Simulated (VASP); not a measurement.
Input:

```xyz
6
Lattice="2.4553 0.0000 0.0000 -1.2277 2.1264 0.0000 0.0000 0.0000 26.4772" Properties=species:S:1:pos:R:3 pbc="T T T"
Co     1.2277     0.7088    10.2683
Co     0.0000     1.4176     8.2881
Co     1.2277     0.7088    14.2287
Co     0.0000     1.4176    12.2485
Co     1.2277     0.7088    18.1891
Co     0.0000     1.4176    16.2089
```
Starting moments (μB, in the order of the record's atoms Co Co Co Co Co Co): 1.8 1.8 1.8 1.8 1.8 1.8.

Method: PBEsol GGA, VASP's PBE PAW potentials (set 64) (plane waves; VASP). Run with PREC = Normal, EDIFF = 1E-5, 400 eV cut-off, 13×13×1 Γ-centred mesh, first-order Methfessel-Paxton smearing of 0.10 eV, potentials Co.

**Question.** The ions are relaxed. Which structure does the run end with?

**Answer.** 
```xyz
6
Lattice="2.4553 0.0000 0.0000 -1.2277 2.1264 0.0000 0.0000 0.0000 26.4772" Properties=species:S:1:pos:R:3 pbc="T T T"
Co     1.2277     0.7088    10.2371
Co     0.0000     1.4176     8.3160
Co     1.2277     0.7088    14.2163
Co     0.0000     1.4176    12.2609
Co     1.2277     0.7088    18.1612
Co     0.0000     1.4176    16.2402
``` The cell ends with 9.77 μB, on the sites 1.61 1.71 1.58 1.58 1.71 1.61 μB.

**Question.** How much energy does the relaxation gain?

**Answer.** The energy (σ→0) changes by -5.0 meV/atom, in 6 ionic steps.

```
step  E(σ→0) (eV)  max force (eV/Å)  pressure (GPa)  volume (Å³)
----  -----------  ----------------  --------------  -----------
1        -44.7613             0.493           -2.29       138.24
2        -44.7889             0.141           -1.89       138.24
3        -44.7907             0.065           -1.71       138.24
4        -44.7908             0.060           -1.73       138.24
5        -44.7913             0.032           -1.69       138.24
6        -44.7913             0.020           -1.67       138.24
```

The cell is a thin slab with vacuum, built from Co (hcp): (001) face. VASP warned that the highest band is occupied, so more bands are needed.
